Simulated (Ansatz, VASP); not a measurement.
# One calculation of CdNiSe3, two programs

```xyz
5
Lattice="4.7674 0.0000 0.0000 0.0000 4.7674 0.0000 0.0000 0.0000 4.7674" Properties=species:S:1:pos:R:3 pbc="T T T"
Cd    2.3837    2.3837    2.3837
Ni    0.0000    0.0000    0.0000
Se    2.3837    0.0000    0.0000
Se    0.0000    2.3837    0.0000
Se    0.0000    0.0000    2.3837
```

Alike in both runs: functional PBE; k mesh 8 × 8 × 8; occupations gaussian, width 0.1 eV; no spin polarisation.

Ansatz relaxed the structure, and its values are those at the end. VASP's run is a single point on that final structure, the one shown.

```csv
,VASP,Ansatz
version,VASP 6.6.1,Ansatz 0.2.0
potentials or method,"VASP PAW PBE potentials, release 64 (Cd, Ni, Se)","scalar-relativistic, plane waves, PAW"
plane-wave cutoff (eV),520,420
valence electrons in the cell,40,86
```

```tsv
	VASP	Ansatz	Ansatz less VASP
gap on the k mesh at the Fermi level (eV)	none	none	-
pressure (GPa)	0.1	0.0	-0.08
```

A gap of «none» marks a metal or a gap that the smearing closes. With one functional, cell and mesh, what is left measures potentials, basis and numerics. The two sets of potentials don't hold the same shells in valence.

Caveats: the run has no spin polarisation, though such a crystal can be magnetic. Spin polarisation is off, so any magnetic state and its effect on volume and gap are missing.
